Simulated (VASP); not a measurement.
Output of a VASP run:

OSZICAR:
```
       N       E                     dE             d eps       ncg     rms          rms(c)
DAV:   1     0.299162338170E+02    0.29916E+02   -0.42770E+03   630   0.779E+02
DAV:   2    -0.208095720947E+00   -0.30124E+02   -0.29715E+02   726   0.147E+02
DAV:   3    -0.143654425641E+01   -0.12284E+01   -0.12201E+01   941   0.242E+01
DAV:   4    -0.147822301660E+01   -0.41679E-01   -0.41669E-01   929   0.410E+00
DAV:   5    -0.147954194234E+01   -0.13189E-02   -0.13187E-02  1008   0.451E-01    0.124E+01
DAV:   6    -0.148415351997E+01   -0.46116E-02   -0.82485E-03   801   0.114E+00    0.698E+00
DAV:   7    -0.148355149848E+01    0.60202E-03   -0.11598E-02   733   0.139E+00    0.303E-01
DAV:   8    -0.148354886564E+01    0.26328E-05   -0.16912E-03  1009   0.241E-01    0.130E-01
DAV:   9    -0.148357888058E+01   -0.30015E-04   -0.27767E-05   851   0.568E-02    0.405E-02
DAV:  10    -0.148359659231E+01   -0.17712E-04   -0.10168E-05   902   0.231E-02    0.334E-02
DAV:  11    -0.148359718875E+01   -0.59644E-06   -0.63012E-07   442   0.896E-03
   1 F= -.14835972E+01 E0= -.14827889E+01  d E =-.161651E-02
```

File OUTCAR:
```
------------------------ aborting loop because EDIFF is reached ----------------------------------------
  FORCE on cell =-STRESS in cart. coord.  units (eV):
  Direction    XX          YY          ZZ          XY          YZ          ZX
  --------------------------------------------------------------------------------------
  Total        0.2593980      0.2593980      0.2593980      0.0000000     -0.0000000      0.0000000
  in kB        7.3965042      7.3965042      7.3965042      0.0000000     -0.0000000      0.0000000
  external PRESSURE =       7.3965042 kB  Pullay stress =       0.0000000 kB
  volume of cell :       56.19
      direct lattice vectors                 reciprocal lattice vectors
     0.000000000  3.040000000  3.040000000    -0.164473684  0.164473684  0.164473684
     3.040000000  0.000000000  3.040000000     0.164473684 -0.164473684  0.164473684
     3.040000000  3.040000000  0.000000000     0.164473684  0.164473684 -0.164473684
 POSITION                                       TOTAL-FORCE (eV/Angst)
 -----------------------------------------------------------------------------------
      0.00000      0.00000      0.00000        -0.000000     -0.000000     -0.000000
 -----------------------------------------------------------------------------------
    total drift:                               -0.000000     -0.000000     -0.000000
  FREE ENERGIE OF THE ION-ELECTRON SYSTEM (eV)
  ---------------------------------------------------
  free  energy   TOTEN  =        -1.4835971888 eV

  energy  without entropy=       -1.4819806748  energy(sigma->0) =       -1.48278893
```
(Selected blocks of OUTCAR.)

**POSCAR**
```
Sr
1
    0.0000000000     3.0400000000     3.0400000000
    3.0400000000     0.0000000000     3.0400000000
    3.0400000000     3.0400000000     0.0000000000
Sr
1
Direct
  0.0000000000   0.0000000000   0.0000000000
```

### Question
Write an INCAR and KPOINTS that could have produced this output.

### Answer
Several could match; the one computed here: the input of the run itself, PBE GGA, plane waves, VASP's PBE PAW potentials (set 64).

### INCAR
```
! general
SYSTEM  = Sr
PREC    = Accurate
ENCUT   = 400
LREAL   = .FALSE.
LASPH   = .TRUE.
NELECT  = 10.1

! electronic loop
EDIFF   = 1E-6
NELM    = 100
ALGO    = Normal
LMAXMIX = 4

! smearing
ISMEAR  = 0
SIGMA   = 0.05

! functional
GGA     = PE

! ions
ISIF    = 2

! output
LWAVE   = .FALSE.
LCHARG  = .FALSE.
```

### KPOINTS
```
Automatic mesh
0
Gamma
9 9 9
0 0 0
```

POTCAR, in this order: Sr_sv (PBE.64 set). Program: vasp_std.

The cell is charged, with a uniform compensating background.

The compound is Sr in the fcc structure. The cell was not relaxed at this level. The run is one of a series of settings (ISMEAR = 0, NELECT = 10.1, SIGMA = 0.05 against the base run), some of them coarse on purpose.
